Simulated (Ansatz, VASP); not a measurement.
# CCl (Cl-CC-Cl chair, 1 layer) in two plane-wave programs, part 2 of 2

One calculation is typed for both programs; each brings its own data sets. How far apart do they land? Of the first pair: The structure shown is the start of the Ansatz relaxation below; VASP solves that cell, so the two are compared at the walk's first step.

VASP 6.6.1 and Ansatz 0.2.0.

So far: The structure; Ansatz: relaxation, PBE; VASP: single point, PBE, start cell, pair 1.

## 4. Side by side

Known differences besides the potentials themselves: the cutoff is 420 eV in Ansatz and 520 eV in VASP. Total energies have different zeros and are not compared.

Forces (eV/Å; atoms numbered as in POSCAR):

| atom | Ansatz x, y, z | VASP x, y, z |
| --- | --- | --- |
| Cl1 | 0.000, 0.000, -1.447 | 0.000, 0.000, -1.313 |
| Cl2 | 0.000, 0.000, 1.447 | 0.000, 0.000, 1.313 |
| C3 | 0.000, 0.000, 2.289 | 0.000, 0.000, 2.139 |
| C4 | 0.000, 0.000, -2.289 | 0.000, 0.000, -2.139 |

The forces differ by 82 meV/Å r.m.s., which is 8.0 % of the r.m.s. force of 1.025 eV/Å (both taken over all components). With vacuum in the cell, a pressure given here is an average over mostly empty space and none of the material.

## 5. Ansatz: relaxation, PBE

This run makes the geometry at which the two programs are then compared.

The structure compared here is the end of the Ansatz relaxation.

Contents of input.yaml:

```yaml
crystal:
  lattice:
    - [2.508, 0.0, 0.0]
    - [-1.254, 2.1719917127, 0.0]
    - [0.0, 0.0, 21.0666666667]
  atoms:
    - { symbol: Cl, position: [0.6666666667, 0.3333333333, 0.4034810127] }
    - { symbol: C, position: [0.6666666667, 0.3333333333, 0.4879746835] }
    - { symbol: C, position: [0.3333333333, 0.6666666667, 0.5120253165] }
    - { symbol: Cl, position: [0.3333333333, 0.6666666667, 0.5965189873] }
kpoints:
  mp_grid: { grid: [12, 12, 1] }
hamiltonian:
  xc: pbe
scf:
  occupations: { method: fermi_dirac, width: 0.05 }
  convergence: { dr2_threshold: 1.0e-08 }
efield:
  axis: 3
  dipole_correction: true
  ramp_position: 0.97
  ramp_width: 0.04
relax:
  f_tol: 0.01
  cell: { fix: [c, alpha, beta] }
output:
  write_potential: true
  write_density: true
  volumetric_format: npy
```

Command:

```console
ansatz run input.yaml --threads 2 --pin off --max-ram 4096MiB --backend cpu --events-out ev --progress --plain --runs-dir out
```

Numbers of over 12 decimals in the logs are rounded to 6 here.

The program printed:

```text
[...]
Crystal: 4 atoms, lattice volume = 114.758 Å³
Basis set: ecut = 420 eV, 2249 PW (Γ), exchange–correlation on 36×36×288 points (8 copies of the dense FFT grid, shifted against one another)
[...]
cell:  # Å, volume = 154.7461 Å³
    - [2.912370, 0, 0]
    - [-1.456185, 2.522187, 0]
    - [0, 0, 21.0666666667]
  atoms:
    - { symbol: Cl, position: [0.666667, 0.333333, 0.404701] }
    - { symbol: C, position: [0.666667, 0.333333, 0.487918] }
    - { symbol: C, position: [0.333333, 0.666667, 0.512082] }
    - { symbol: Cl, position: [0.333333, 0.666667, 0.595299] }
[key lines of the parts left out:]
SCF converged after 7 iterations
Free energy (F): -2657.882500 eV
Fermi energy:    0.845109 eV
Dipole field:    D = -0.000007 V/Å  (p = -0.000006 e·Å, saw-weighted, corrected)
Work function:   Φ+ = 3.1681 eV   Φ− = 3.1679 eV
P = ⅓ Tr σ = -0.0001 GPa (-0.001 kbar)
```

## 6. VASP: single point, PBE, relaxed cell, pair 2

The same cell, functional, mesh and smearing now go to VASP, with its own data sets.

Contents of INCAR:

```
SYSTEM = CCl
PREC = Accurate
ENCUT = 600
EDIFF = 1E-06
NELM = 120
ISMEAR = -1
SIGMA = 0.05
LREAL = .FALSE.
ALGO = Normal
GGA = PE
NBANDS = 17
LORBIT = 11
LWAVE = .FALSE.
LCHARG = .FALSE.
ISIF = 2
LDIPOL = .TRUE.
IDIPOL = 3
DIPOL = 0.5 0.5 0.5
LVHAR = .TRUE.
LASPH = .TRUE.
GGA_COMPAT = .FALSE.
EFERMI = MIDGAP
NELMDL = -8
```

Contents of POSCAR:

```
CCl
1.0
    2.9123701297      0.0000000000      0.0000000000
   -1.4561850648      2.5221865175      0.0000000000
    0.0000000000      0.0000000000     21.0666666667
Cl C
2 2
Direct
    0.6666666666      0.3333333332      0.4047010508
    0.3333333332      0.6666666666      0.5952989679
    0.6666666666      0.3333333332      0.4879183691
    0.3333333332      0.6666666666      0.5120816496
```

Contents of KPOINTS:

```
Automatic mesh
0
Gamma
12 12 1
0 0 0
```

Potentials, in the order of the species: Cl and C (PBE family, release 64).

Command:

```console
mpirun -np 1 vasp_std
```

The program printed:

```text
[... set-up lines as in an earlier step ...]
 entering main loop
       N       E                     dE             d eps       ncg     rms          rms(c)
DAV:   1     0.195594332920E+03    0.19559E+03   -0.94941E+03   646   0.114E+03
DAV:   2     0.467786444662E+01   -0.19092E+03   -0.18234E+03   920   0.207E+02
DAV:   3    -0.190554090478E+02   -0.23733E+02   -0.23611E+02   866   0.907E+01
DAV:   4    -0.194929078108E+02   -0.43750E+00   -0.43587E+00   980   0.145E+01
[...]
DAV:  22    -0.191914091611E+02   -0.43673E-05   -0.12663E-07   776   0.130E-03    0.158E-04
DAV:  23    -0.191914110703E+02   -0.19093E-05   -0.31846E-08   745   0.708E-04    0.190E-04
DAV:  24    -0.191914113921E+02   -0.32182E-06   -0.61090E-09   693   0.358E-04
   1 F= -.19191411E+02 E0= -.19191411E+02  d E =-.820071E-08
```

OUTCAR, selected parts (step 6):

```text
  Total       -0.0527554     -0.0527554     -0.4279855     -0.0000000     -0.0000000     -0.0000000
  in kB       -0.5462082     -0.5462082     -4.4311863     -0.0000000     -0.0000000     -0.0000000
  external PRESSURE =      -1.8412009 kB  Pullay stress =       0.0000000 kB

 POSITION                                       TOTAL-FORCE (eV/Angst)
 -----------------------------------------------------------------------------------
      1.45619      0.84073      8.52570        -0.000000     -0.000000      0.111092
     -0.00000      1.68146     12.54096         0.000000      0.000000     -0.111092
      1.45619      0.84073     10.27881         0.000000     -0.000000     -0.098651
     -0.00000      1.68146     10.78785         0.000000      0.000000      0.098651
 -----------------------------------------------------------------------------------
    total drift:                                0.000000      0.000001     -0.000801

  FREE ENERGIE OF THE ION-ELECTRON SYSTEM (eV)
  ---------------------------------------------------
  free  energy   TOTEN  =       -19.1914113921 eV

  energy  without entropy=      -19.1914113839  energy(sigma->0) =      -19.19141139

[... 1 part as in an earlier step ...]

[... 2 further parts left out ...]
[key lines of the parts left out:]
E-fermi :   0.2047
```

## 7. Side by side

What differs besides the data sets and the points named for the pairs above, as far as they apply: the cutoff is 420 eV in Ansatz and 600 eV in VASP; Ansatz's pressure holds a Pulay correction, VASP's none. Total energies have different zeros and are not compared.

The two programs side by side:

| quantity | Ansatz | VASP | difference |
| --- | --- | --- | --- |
| pressure (GPa) | 0.00 | -0.18 | +0.18 |
| gap on the k mesh (eV) | 1.514 | 1.544 | -0.030 |

Forces (eV/Å; atoms numbered as in POSCAR):

| atom | Ansatz x, y, z | VASP x, y, z |
| --- | --- | --- |
| Cl1 | 0.000, 0.000, 0.000 | 0.000, 0.000, 0.111 |
| Cl2 | 0.000, 0.000, 0.000 | 0.000, 0.000, -0.111 |
| C3 | 0.000, 0.000, 0.001 | 0.000, 0.000, -0.099 |
| C4 | 0.000, 0.000, -0.001 | 0.000, 0.000, 0.099 |

The forces differ by 61 meV/Å r.m.s., where the r.m.s. force is 0.000 eV/Å in Ansatz and 0.061 eV/Å in VASP: the atoms lie near their places of rest in Ansatz, so a percentage would say little (all taken over all components). A gap on the mesh is an upper bound, since the band edges may lie between its points. With vacuum in the cell, a pressure given here is an average over mostly empty space and none of the material.

## 8. Results

| Item | Value |
| --- | --- |
| r.m.s. force difference (single point, PBE, start cell, pair 1) | 8.0 % of the r.m.s. force |
| r.m.s. force difference (single point, PBE, relaxed cell, pair 2) | 61 meV/Å |

In words: The r.m.s. force difference is 61 meV/Å (single point, PBE, relaxed cell, pair 2), beyond the 12 meV/Å picked in this series as the mark of a large difference. What causes the difference of the single point, PBE, start cell, pair 1 pair stays open here. What causes the difference of the single point, PBE, relaxed cell, pair 2 pair stays open here. Such differences can come from data sets, numerical settings and the points named under the comparisons, not from the functional's error against experiment.

[Lines on the potential files, build, host, timing and source positions are cut from VASP's logs without a mark.]

[Logs are printed without paths, hosts, clocks, repeated set-up lines and the standing remarks that a program may print on its own settings, such as how far it seeks lower states.]

[Hosts, paths, dates, database ids (printed as entryN), source tags and the programs' standing remarks are cut or masked in the printed files.]
